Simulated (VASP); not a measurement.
Consider the following.

```yaml
crystal:
  lattice:
    - [1.22857, -2.12794, 0.00000]
    - [1.22857, 2.12794, 0.00000]
    - [0.00000, 0.00000, 6.95763]
  atoms:
    - { symbol: C, position: [0.00000, 0.00000, 0.25000] }
    - { symbol: C, position: [0.00000, 0.00000, 0.75000] }
    - { symbol: C, position: [0.33333, 0.66667, 0.25000] }
    - { symbol: C, position: [0.66667, 0.33333, 0.75000] }
```

Computed with r2SCAN meta-GGA, VASP's PBE PAW potentials (set 64) (plane waves; VASP). Numerical set-up: 600 eV cut-off, 10×10×4 Γ-centred mesh, Gaussian smearing of 0.050 eV, potentials C.

Each row applies one change to this cell, which was relaxed at other settings and keeps the small stress of the first row; at a fixed cut-off the stress holds a Pulay part, so it need not integrate to ΔE exactly. Stress is in GPa, positive when the cell is compressed.

```csv
change,ΔE (meV/atom),σxx,σyy,σzz,"largest shear component, with its sign (GPa)",largest force (eV/Å)
none,0.0,-0.28,-0.28,0.04,0.00,0.000
uniaxial strain of -1.0 % along x,3.3,10.93,1.30,0.00,0.00,0.130
atom 3 (C) moved by 0.100 Å along x,70.8,3.46,2.70,-0.02,-5.42,5.700
atom 2 (C) moved by 0.200 Å along z,___,___,___,___,___,___
isotropic strain of +4.0 %,99.9,-39.52,-39.52,-0.54,0.00,0.000
biaxial strain of -4.0 % in the yz plane with the ions relaxed,54.6,8.57,48.39,1.29,0.00,0.003
isotropic strain of -4.0 %,128.2,62.13,62.13,1.13,0.00,0.000
isotropic strain of -3.0 %,70.8,43.83,43.83,0.77,0.00,0.000
uniaxial strain of +1.0 % along y,___,___,___,___,___,___
```

Task: Complete the blanks.

Result: 
- uniaxial strain of +1.0 % along y, ΔE (meV/atom): 2.8
- uniaxial strain of +1.0 % along y, σxx: -1.75
- uniaxial strain of +1.0 % along y, σyy: -10.80
- uniaxial strain of +1.0 % along y, σzz: 0.07
- uniaxial strain of +1.0 % along y, largest shear component, with its sign (GPa): 0.00
- uniaxial strain of +1.0 % along y, largest force (eV/Å): 0.103
- atom 2 (C) moved by 0.200 Å along z, ΔE (meV/atom): 87.3
- atom 2 (C) moved by 0.200 Å along z, σxx: -0.25
- atom 2 (C) moved by 0.200 Å along z, σyy: -0.25
- atom 2 (C) moved by 0.200 Å along z, σzz: -2.99
- atom 2 (C) moved by 0.200 Å along z, largest shear component, with its sign (GPa): 0.00
- atom 2 (C) moved by 0.200 Å along z, largest force (eV/Å): 3.504

Failed runs are left out, and for metals the shear rows, which the mesh's noise covers.

The compound is C in the graphite structure.
